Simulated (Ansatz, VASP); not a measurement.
**HfBe2: VASP beside Ansatz**

```
CELL_PARAMETERS angstrom
3.77950 0.00000 0.00000
-1.88975 3.27314 0.00000
0.00000 0.00000 3.16996
ATOMIC_POSITIONS crystal
Hf 0.00000 0.00000 0.00000
Be 0.33333 0.66667 0.50000
Be 0.66667 0.33333 0.50000
```

The cell comes from a database or a generator and needn't be the stable form of this composition.

Alike in both runs: task single point; functional LDA; k mesh 7 × 7 × 7; occupations fermi-dirac, width 0.1 eV; no spin polarisation.

```csv
,VASP,Ansatz
version,VASP 6.6.1,Ansatz 0.2.0
potentials or method,"VASP PAW LDA potentials, release 64 (Hf_pv, Be), cutoff 520 eV",all-electron (LAPW or listed datasets)
```

|  | VASP | Ansatz | Ansatz less VASP |
| --- | --- | --- | --- |
| gap on the k mesh at the Fermi level (eV) | none | none | - |
| pressure (GPa) | -5.6 | -6.1 | -0.44 |
| largest component of the traceless stress (GPa) | 0.88 | 0.89 | +0.010 |

A gap of «none» marks a metal or a gap that the smearing closes. Ansatz ran all-electron here, so the differences hold the error of VASP's frozen core and of both bases.

The runs have no spin-orbit coupling, so splittings on Hf are missing.
